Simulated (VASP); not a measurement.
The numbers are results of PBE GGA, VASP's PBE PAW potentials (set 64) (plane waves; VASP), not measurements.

VASP ran on this input.

### KPOINTS
```
Automatic
0
gamma
10 10 5
```

INCAR:
```
# general
SYSTEM  = PtC
PREC    = Accurate
ENCUT   = 520
LREAL   = .FALSE.
LASPH   = .TRUE.

# electronic loop
EDIFF   = 1E-6
NELM    = 100
ALGO    = Normal
LMAXMIX = 6

# smearing
ISMEAR  = 1
SIGMA   = 0.1

# functional
GGA     = PE

# ions
IBRION  = 2
NSW     = 60
ISIF    = 3
EDIFFG  = -0.02

# output
LWAVE   = .FALSE.
LCHARG  = .FALSE.
```

**POSCAR**
```
PtC
1.0
  3.2680605640   0.0000000000   0.0000000000
 -1.6340302820   2.8302232133   0.0000000000
  0.0000000000   0.0000000000   5.7145509467
Pt C
2 2
Cartesian
 -0.0000016340   1.8868164189   0.0104000358
  1.6340319160   0.9434067944   2.8676755092
 -0.0000016340   1.8868164189   2.1325565692
  1.6340319160   0.9434067944   4.9898320425
```

POTCAR, in this order: Pt C (PBE.64 set). Program: vasp_std.

What VASP printed:

### OUTCAR
```
 ion  position               nearest neighbor table
   1  0.333  0.667  0.002-   4 2.02   4 2.02   4 2.02   3 2.12   2 3.42   2 3.42   2 3.42   2 3.42
                             2 3.42   2 3.42
   2  0.667  0.333  0.502-   3 2.02   3 2.02   3 2.02   4 2.12   1 3.42   1 3.42   1 3.42   1 3.42
                             1 3.42   1 3.42
   3  0.333  0.667  0.373-   2 2.02   2 2.02   2 2.02   1 2.12
   4  0.667  0.333  0.873-   1 2.02   1 2.02   1 2.02   2 2.12
  LATTYP: Found a hexagonal cell.
 ALAT       =     3.2680605640
 C/A-ratio  =     1.7486061946
 Subroutine PRICEL returns:
 Original cell was already a primitive cell.
 Subroutine GETGRP returns: Found 12 space group operations
The static configuration has the point symmetry C_3v.
 The point group associated with its full space group is C_6v.
The dynamic configuration has the point symmetry C_3v.
 Subroutine INISYM returns: Found 12 space group operations
 Subroutine IBZKPT returns following result:
 Found     42 irreducible k-points:

 Following reciprocal coordinates:
            Coordinates               Weight
  0.000000  0.000000  0.000000      1.000000
  0.100000  0.000000  0.000000      6.000000
  0.200000  0.000000  0.000000      6.000000
  0.300000  0.000000  0.000000      6.000000
  0.400000  0.000000  0.000000      6.000000
  0.500000  0.000000  0.000000      3.000000
  0.100000  0.100000  0.000000      6.000000
  0.200000  0.100000  0.000000     12.000000
  0.300000  0.100000  0.000000     12.000000
  0.400000  0.100000  0.000000     12.000000
  0.200000  0.200000  0.000000      6.000000
  0.300000  0.200000  0.000000     12.000000
  0.400000  0.200000  0.000000      6.000000
  0.300000  0.300000  0.000000      6.000000
  0.000000  0.000000  0.200000      2.000000
  0.100000  0.000000  0.200000     12.000000
  0.200000  0.000000  0.200000     12.000000
  0.300000  0.000000  0.200000     12.000000
...
```

OSZICAR:
```
...
DAV:  11    -0.268258424072E+02    0.83656E-05   -0.20601E-04  1670   0.115E-01    0.401E-02
DAV:  12    -0.268258243872E+02    0.18020E-04   -0.45186E-05  1900   0.505E-02    0.911E-03
DAV:  13    -0.268258245140E+02   -0.12684E-06   -0.59806E-06  1552   0.189E-02
   1 F= -.26825825E+02 E0= -.26825519E+02  d E =-.268258E+02
       N       E                     dE             d eps       ncg     rms          rms(c)
DAV:   1    -0.268555034886E+02   -0.29679E-01   -0.36483E+00  1512   0.132E+01    0.782E-01
DAV:   2    -0.268484173666E+02    0.70861E-02   -0.72467E-02  1830   0.239E+00    0.423E-01
DAV:   3    -0.268460369167E+02    0.23804E-02   -0.55082E-03  1612   0.608E-01    0.274E-01
DAV:   4    -0.268453843045E+02    0.65261E-03   -0.36012E-03  1584   0.404E-01    0.106E-01
DAV:   5    -0.268453392320E+02    0.45073E-04   -0.37949E-04  1564   0.139E-01    0.402E-02
DAV:   6    -0.268453358241E+02    0.34079E-05   -0.23518E-05  1768   0.391E-02    0.614E-03
DAV:   7    -0.268453354046E+02    0.41951E-06   -0.20790E-06   976   0.981E-03
   2 F= -.26845335E+02 E0= -.26844203E+02  d E =-.195109E-01
       N       E                     dE             d eps       ncg     rms          rms(c)
DAV:   1    -0.269049688357E+02   -0.59633E-01   -0.21387E+01  1512   0.320E+01    0.189E+00
DAV:   2    -0.268562675978E+02    0.48701E-01   -0.43937E-01  1812   0.593E+00    0.108E+00
DAV:   3    -0.268392815774E+02    0.16986E-01   -0.38417E-02  1596   0.164E+00    0.658E-01
DAV:   4    -0.268338822970E+02    0.53993E-02   -0.28090E-02  1586   0.114E+00    0.239E-01
DAV:   5    -0.268335869330E+02    0.29536E-03   -0.25821E-03  1570   0.372E-01    0.106E-01
DAV:   6    -0.268335760126E+02    0.10920E-04   -0.21846E-04  1884   0.109E-01    0.201E-02
DAV:   7    -0.268335715794E+02    0.44331E-05   -0.25050E-05  1668   0.307E-02    0.752E-03
DAV:   8    -0.268335714318E+02    0.14759E-06   -0.22985E-06  1024   0.107E-02
   3 F= -.26833571E+02 E0= -.26833005E+02  d E =-.774692E-02
       N       E                     dE             d eps       ncg     rms          rms(c)
DAV:   1    -0.268833282709E+02   -0.49757E-01   -0.89126E+00  1512   0.204E+01    0.132E+00
DAV:   2    -0.268627398073E+02    0.20588E-01   -0.17794E-01  1830   0.370E+00    0.619E-01
DAV:   3    -0.268563855522E+02    0.63543E-02   -0.14149E-02  1598   0.988E-01    0.382E-01
DAV:   4    -0.268545858833E+02    0.17997E-02   -0.76868E-03  1652   0.628E-01    0.141E-01
DAV:   5    -0.268545361275E+02    0.49756E-04   -0.67586E-04  1600   0.195E-01    0.513E-02
DAV:   6    -0.268545362622E+02   -0.13471E-06   -0.48241E-05  1860   0.524E-02    0.929E-03
DAV:   7    -0.268545358388E+02    0.42341E-06   -0.54858E-06  1574   0.153E-02
   4 F= -.26854536E+02 E0= -.26853692E+02  d E =-.287113E-01
       N       E                     dE             d eps       ncg     rms          rms(c)
DAV:   1    -0.268690854166E+02   -0.14549E-01   -0.50802E-01  1512   0.518E+00    0.420E-01
DAV:   2    -0.268643419560E+02    0.47435E-02   -0.15664E-02  1778   0.109E+00    0.184E-01
DAV:   3    -0.268631963749E+02    0.11456E-02   -0.21094E-03  1718   0.339E-01    0.975E-02
DAV:   4    -0.268630346911E+02    0.16168E-03   -0.70227E-04  1762   0.195E-01    0.569E-02
DAV:   5    -0.268630351037E+02   -0.41266E-06   -0.64715E-05  1584   0.547E-02    0.120E-02
DAV:   6    -0.268630338780E+02    0.12257E-05   -0.76900E-06  1758   0.198E-02    0.349E-03
DAV:   7    -0.268630340337E+02   -0.15573E-06   -0.53399E-07   794   0.628E-03
   5 F= -.26863034E+02 E0= -.26862407E+02  d E =-.849819E-02
       N       E                     dE             d eps       ncg     rms          rms(c)
DAV:   1    -0.269235250669E+02   -0.60491E-01   -0.39069E+00  1512   0.144E+01    0.118E+00
DAV:   2    -0.268859119910E+02    0.37613E-01   -0.12008E-01  1746   0.299E+00    0.513E-01
DAV:   3    -0.268765012947E+02    0.94107E-02   -0.17926E-02  1724   0.970E-01    0.263E-01
DAV:   4    -0.268753246047E+02    0.11767E-02   -0.52958E-03  1808   0.539E-01    0.154E-01
DAV:   5    -0.268753182407E+02    0.63641E-05   -0.50768E-04  1572   0.153E-01    0.317E-02
DAV:   6    -0.268753064705E+02    0.11770E-04   -0.59330E-05  1764   0.543E-02    0.102E-02
DAV:   7    -0.268753072988E+02   -0.82832E-06   -0.45407E-06  1552   0.175E-02
   6 F= -.26875307E+02 E0= -.26875123E+02  d E =-.207715E-01
       N       E                     dE             d eps       ncg     rms          rms(c)
DAV:   1    -0.268860768255E+02   -0.10770E-01   -0.35603E-01  1514   0.440E+00    0.460E-01
DAV:   2    -0.268831881305E+02    0.28887E-02   -0.17290E-02  1774   0.110E+00    0.180E-01
DAV:   3    -0.268826068442E+02    0.58129E-03   -0.13809E-03  1904   0.278E-01    0.972E-02
DAV:   4    -0.268824978627E+02    0.10898E-03   -0.57798E-04  1822   0.170E-01    0.407E-02
DAV:   5    -0.268824987560E+02   -0.89333E-06   -0.41985E-05  1632   0.438E-02    0.162E-02
DAV:   6    -0.268824991763E+02   -0.42030E-06   -0.50980E-06  1626   0.182E-02
   7 F= -.26882499E+02 E0= -.26882220E+02  d E =-.719188E-02
       N       E                     dE             d eps       ncg     rms          rms(c)
DAV:   1    -0.268975191676E+02   -0.15020E-01   -0.10179E+00  1512   0.744E+00    0.787E-01
DAV:   2    -0.268892924982E+02    0.82267E-02   -0.49292E-02  1794   0.186E+00    0.307E-01
DAV:   3    -0.268876267624E+02    0.16657E-02   -0.39084E-03  1882   0.468E-01    0.166E-01
DAV:   4    -0.268873154240E+02    0.31134E-03   -0.16462E-03  1820   0.287E-01    0.677E-02
DAV:   5    -0.268873168439E+02   -0.14199E-05   -0.12069E-04  1638   0.744E-02    0.271E-02
DAV:   6    -0.268873170299E+02   -0.18597E-06   -0.14760E-05  1776   0.310E-02    0.463E-03
DAV:   7    -0.268873173182E+02   -0.28836E-06   -0.61119E-07   806   0.740E-03
   8 F= -.26887317E+02 E0= -.26887012E+02  d E =-.120100E-01
       N       E                     dE             d eps       ncg     rms          rms(c)
DAV:   1    -0.268920042870E+02   -0.46873E-02   -0.10377E-01  1512   0.270E+00    0.380E-01
DAV:   2    -0.268891128318E+02    0.28915E-02   -0.11719E-02  1516   0.106E+00    0.163E-01
DAV:   3    -0.268887466033E+02    0.36623E-03   -0.89948E-04  1824   0.239E-01    0.101E-01
DAV:   4    -0.268886713096E+02    0.75294E-04   -0.56436E-04  1610   0.150E-01    0.428E-02
DAV:   5    -0.268886693030E+02    0.20066E-05   -0.71359E-05  1546   0.573E-02    0.192E-02
DAV:   6    -0.268886649799E+02    0.43232E-05   -0.15315E-05  1764   0.304E-02    0.259E-03
DAV:   7    -0.268886649671E+02    0.12797E-07   -0.10018E-06   792   0.757E-03
   9 F= -.26888665E+02 E0= -.26888390E+02  d E =-.134765E-02
       N       E                     dE             d eps       ncg     rms          rms(c)
DAV:   1    -0.268908992326E+02   -0.22343E-02   -0.60739E-02  1512   0.206E+00    0.290E-01
DAV:   2    -0.268892056640E+02    0.16936E-02   -0.68861E-03  1520   0.808E-01    0.124E-01
DAV:   3    -0.268889898384E+02    0.21583E-03   -0.53077E-04  1822   0.184E-01    0.767E-02
DAV:   4    -0.268889450572E+02    0.44781E-04   -0.33059E-04  1610   0.114E-01    0.327E-02
DAV:   5    -0.268889438484E+02    0.12088E-05   -0.41657E-05  1546   0.438E-02    0.147E-02
DAV:   6    -0.268889411006E+02    0.27478E-05   -0.90228E-06  1750   0.233E-02    0.198E-03
DAV:   7    -0.268889410778E+02    0.22799E-07   -0.60245E-07   776   0.587E-03
  10 F= -.26888941E+02 E0= -.26888692E+02  d E =-.162376E-02
       N       E                     dE             d eps       ncg     rms          rms(c)
DAV:   1    -0.268889509818E+02   -0.98812E-05   -0.26567E-04  1512   0.136E-01    0.193E-02
DAV:   2    -0.268889434670E+02    0.75147E-05   -0.30185E-05  1512   0.533E-02    0.834E-03
DAV:   3    -0.268889427054E+02    0.76168E-06   -0.21221E-06   956   0.122E-02
  11 F= -.26888943E+02 E0= -.26888691E+02  d E =-.162539E-02
```

**OUTCAR**
```
------------------------ aborting loop because EDIFF is reached ----------------------------------------
  FORCE on cell =-STRESS in cart. coord.  units (eV):
  Direction    XX          YY          ZZ          XY          YZ          ZX
  --------------------------------------------------------------------------------------
  Total       -0.0770466     -0.0770465      0.0228390      0.0000000      0.0000000      0.0000000
  in kB       -2.3477266     -2.3477262      0.6959392      0.0000000      0.0000000      0.0000000
  external PRESSURE =      -1.3331712 kB  Pullay stress =       0.0000000 kB
  volume of cell :       52.58
      direct lattice vectors                 reciprocal lattice vectors
     3.203951615  0.000000000  0.000000000     0.312114576  0.180199450  0.000000000
    -1.601975807  2.774703249 -0.000000000     0.000000000  0.360398900 -0.000000000
    -0.000000000  0.000000000  5.914442564    -0.000000000  0.000000000  0.169077642
 POSITION                                       TOTAL-FORCE (eV/Angst)
 -----------------------------------------------------------------------------------
     -0.00000      1.84980      0.04735        -0.000000      0.000000      0.017281
      1.60198      0.92490      3.00457         0.000000     -0.000000      0.017281
     -0.00000      1.84980      2.17057        -0.000000     -0.000000     -0.017281
      1.60198      0.92490      5.12779         0.000000     -0.000000     -0.017281
 -----------------------------------------------------------------------------------
    total drift:                               -0.000754      0.000435     -0.001743
  FREE ENERGIE OF THE ION-ELECTRON SYSTEM (eV)
  ---------------------------------------------------
  free  energy   TOTEN  =       -26.8889427054 eV

  energy  without entropy=      -26.8881887316  energy(sigma->0) =      -26.88869138

 reached required accuracy - stopping structural energy minimisation
```
(Selected blocks of OUTCAR.)

File CONTCAR:
```
PtC
   1.00000000000000
     3.2039516145928784    0.0000000000000000    0.0000000000000000
    -1.6019758072964392    2.7747032494427915   -0.0000000000000000
    -0.0000000000000000    0.0000000000000000    5.9144425638537026
  Pt              C
     2     2
Direct
     0.3333330000000032    0.6666669999999968    0.0080058122798427
     0.6666669999999968    0.3333330000000032    0.5080058122798425
     0.3333330000000032    0.6666669999999968    0.3669941877201574
     0.6666669999999968    0.3333330000000032    0.8669941877201575
```

The structure was generated: PtC was put into the wurtzite type (P6_3mc), which need not be its known phase. This run relaxes it. Symmetry was kept, so distortions that lower it aren't found. The start is the result of an earlier pass.
